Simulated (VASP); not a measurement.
Here is the system:

```
AgIr3
1.0
   -0.01162     3.85289     3.92340
    3.85289    -0.01162     3.92340
    1.92064     1.92064     0.00000
Ir Ag
3 1
Direct
  0.00000   0.00000   0.00000
  0.00000   0.50000   0.00000
  0.50000   0.00000   0.00000
  0.50000   0.50000   0.00000
```

Computed with PBEsol GGA, VASP's PBE PAW potentials (set 64) (plane waves; VASP 6.6.1). Run with 400 eV cut-off, Gaussian smearing of 0.050 eV, potentials Ir Ag.

Unless said otherwise, spin-orbit coupling is left out, though it shifts the bands of the heavy elements here.

Question: Estimate the band gap (along the path) with the smallest direct gap where there is one.

Answer: 
- band gap (along the path) = none (metal, semimetal or under 0.01 eV)

The structure was generated: AgIr3 was put into an ordered model structure (Cmmm), which need not be its known phase. It was relaxed first.
